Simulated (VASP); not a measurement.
Consider the following.

```
CELL_PARAMETERS angstrom
      0.00000     2.45244     2.45244
      2.45244     0.00000     2.45244
      2.45244     2.45244     0.00000
ATOMIC_POSITIONS crystal
  Y  0.00000 0.00000 0.00000
  N  0.50000 0.50000 0.50000
```

These are PBE GGA, VASP's PBE PAW potentials (set 64) (plane waves; VASP 6.6.1) values and carry that method's errors. Numerical set-up: 650 eV cut-off, 8×8×8 Γ-centred mesh, Gaussian smearing of 0.050 eV, potentials Y_sv N.

Give the elastic stiffness tensor with the ions relaxed (GPa, in the frame of the cell).

```tsv
	xx	yy	zz	yz	xz	xy
xx	315	83.0	83.0	0.0	0.0	0.0
yy	83.0	315	83.0	0.0	0.0	0.0
zz	83.0	83.0	315	0.0	0.0	0.0
yz	0.0	0.0	0.0	124	0.0	0.0
xz	0.0	0.0	0.0	0.0	124	0.0
xy	0.0	0.0	0.0	0.0	0.0	124
```

Estimate the Hill bulk modulus, Hill shear modulus, Young's modulus, Poisson's ratio.

```
Item                  Value
------------------  -------
Hill bulk modulus   160 GPa
Hill shear modulus  121 GPa
Young's modulus     290 GPa
Poisson's ratio       0.198
```

The compound is YN in the rock salt structure. It was relaxed first.
